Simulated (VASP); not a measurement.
Data:

```
WB
1.0
    0.00000     2.23620     2.23620
    2.23620     0.00000     2.23620
    2.23620     2.23620     0.00000
W B
1 1
Direct
  0.00000   0.00000   0.00000
  0.50000   0.50000   0.50000
```

Computed with PBE GGA, VASP's PBE PAW potentials (set 64) (plane waves; VASP). Run with 520 eV cut-off, Gaussian smearing of 0.050 eV, potentials W_sv B.

Unless said otherwise, spin-orbit coupling is left out, though it shifts the bands of the heavy elements here.

Estimate the band gap (along the path) with the smallest direct gap where there is one.

| Property | Result |
|---|---|
| band gap (along the path) | none (metal, semimetal or under 0.01 eV) |

Total energies compare only between runs with the same potentials, cut-off and functional.

The structure was generated: WB was put into the rock salt type (Fm-3m), which need not be its known phase. It was relaxed first, which changed the volume by -40 %. The electron count is odd and the run is not spin-polarised, which forces a metal.
